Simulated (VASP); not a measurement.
Consider the following.

```yaml
crystal:
  lattice:
    - [0.00000, 2.54354, 2.54354]
    - [2.54354, 0.00000, 2.54354]
    - [2.54354, 2.54354, 0.00000]
  atoms:
    - { symbol: Be, position: [0.00000, 0.00000, 0.00000] }
    - { symbol: Se, position: [0.25000, 0.25000, 0.25000] }
```

Computed with LDA (Ceperley-Alder, Perdew-Zunger), VASP's LDA PAW potentials (set 64) (plane waves; VASP). Run with 400 eV cut-off, 8×8×8 Γ-centred mesh, Gaussian smearing of 0.050 eV, potentials Be Se.

Task: Estimate the energy per atom (σ→0), band gap (on the k-mesh) with the smallest direct gap where there is one.

Result: 
```yaml
band gap (on the k-mesh): 2.40 eV
smallest direct gap (on the k-mesh): 4.44 eV
energy per atom (σ→0): -5.005 eV/atom
```

The compound is BeSe in the zinc blende structure. It was relaxed first. The start is the result of an earlier pass.
